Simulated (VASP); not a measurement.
Consider the following.

```yaml
crystal:
  lattice:
    - [0.00000, 1.77937, 1.77937]
    - [1.77937, 0.00000, 1.77937]
    - [1.77937, 1.77937, 0.00000]
  atoms:
    - { symbol: C, position: [0.00000, 0.00000, 0.00000] }
    - { symbol: C, position: [0.25000, 0.25000, 0.25000] }
```

Method: PBE GGA with D3 dispersion (Becke-Johnson damping), VASP's PBE PAW potentials (set 64) (plane waves; VASP 6.6.1). Numerical set-up: 520 eV cut-off, 14×14×14 Γ-centred mesh, tetrahedra with Blöchl corrections, potentials C.

Task: Estimate the energy per atom (σ→0).

Result: 
The energy per atom (σ→0) comes out as -9.284 eV/atom.

Only differences to runs with the same potentials and settings are physical.

The compound is C in the diamond structure. It was relaxed first.
